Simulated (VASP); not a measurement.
Given:

```
CELL_PARAMETERS angstrom
     -1.67221     1.67221     1.67221
      1.67221    -1.67221     1.67221
      1.67221     1.67221    -1.67221
ATOMIC_POSITIONS crystal
  Li 0.00000 0.00000 0.00000
```

Level of theory: MS2 meta-GGA, VASP's PBE PAW potentials (set 64) (plane waves; VASP). Run with 520 eV cut-off, 15×15×15 Γ-centred mesh, first-order Methfessel-Paxton smearing of 0.10 eV, potentials Li_sv.

Give the stress tensor in GPa (positive for a compressed cell).

```
1.01  0.00  0.00
0.00  1.01  0.00
0.00  0.00  1.01
```
The pressure is its mean diagonal, 1.01 GPa.

The compound is Li in the bcc structure. This cell is one point of a volume scan, at 0.94 of the reference volume.
